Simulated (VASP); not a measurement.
A run of VASP 6.6.1 is set up as follows.

Contents of INCAR:

```
  PREC = Accurate
  ENCUT = 520
  EDIFF = 1E-7
  ISMEAR = 0
  SIGMA = 0.02
  LREAL = F
  LASPH = T
  NELM = 80
  ALGO = Normal
  ISIF = 3
  LWAVE = F
  LCHARG = F
  GGA = PE
  IVDW = 12
  IBRION = 2
  NSW = 80
  EDIFFG = -0.002
  KPAR = 4
```

File KPOINTS:

```
regular mesh
0
Gamma
  9 9 6
```

POSCAR

```
PtSe2                                   
1.0
    3.7693538447      0.0000000000      0.0000000000
   -1.8846769224      3.2643561816     -0.0000000000
    0.0000000000      0.0000000000      4.8244150509
  Pt              Se            
     1     2
Direct
     0.0000000000000000    0.0000000000000000    0.0000000000000000
     0.3333333300000021    0.6666666699999979    0.2657981512195185
     0.6666666699999979    0.3333333300000021    0.7342018487804816
```

Potentials or basis: VASP PAW PBE potentials, release 64 (Pt, Se).

Launch:

```sh
$ cat potpaw_PBE.64/Pt/POTCAR potpaw_PBE.64/Se/POTCAR > POTCAR
$ mpirun -np 4 vasp_std > vasp.out
```

Problem. Estimate the dispersion energy per atom.

Solution. -0.490 eV.

Problem. What does it give for the band gap on the k mesh?

Solution. None (metal or under the smearing width).

Final structure:
```cif
data_structure
_symmetry_space_group_name_H-M 'P 1'
_symmetry_Int_Tables_number 1
_cell_length_a 3.7694
_cell_length_b 3.7694
_cell_length_c 4.8239
_cell_angle_alpha 90.000
_cell_angle_beta 90.000
_cell_angle_gamma 120.000
_cell_volume 59.36
loop_
_atom_site_label
_atom_site_type_symbol
_atom_site_fract_x
_atom_site_fract_y
_atom_site_fract_z
_atom_site_occupancy
Pt1 Pt 0.00000 0.00000 0.00000 1
Se1 Se 0.33333 0.66667 0.26580 1
Se2 Se 0.66667 0.33333 0.73420 1
```

 The run has no spin-orbit coupling, so splittings on Pt are missing.
